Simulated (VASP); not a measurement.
Here is the system:

```xyz
2
Lattice="0.0000 2.7912 2.7912 2.7912 0.0000 2.7912 2.7912 2.7912 0.0000" Properties=species:S:1:pos:R:3 pbc="T T T"
Na     0.0000     0.0000     0.0000
Cl     2.7912     2.7912     2.7912
```

Calculation: TPSS meta-GGA, VASP's PBE PAW potentials (set 64) (plane waves; VASP). Settings: 520 eV cut-off, 8×8×8 Γ-centred mesh, Gaussian smearing of 0.050 eV, potentials Na_pv Cl.

Question: Give the stress tensor in GPa (positive for a compressed cell).

Answer: 
```
1.57  0.00  0.00
0.00  1.57  0.00
0.00  0.00  1.57
```
The pressure is its mean diagonal, 1.57 GPa.

The compound is NaCl in the rock salt structure. This cell is one point of a volume scan, at 0.94 of the reference volume.
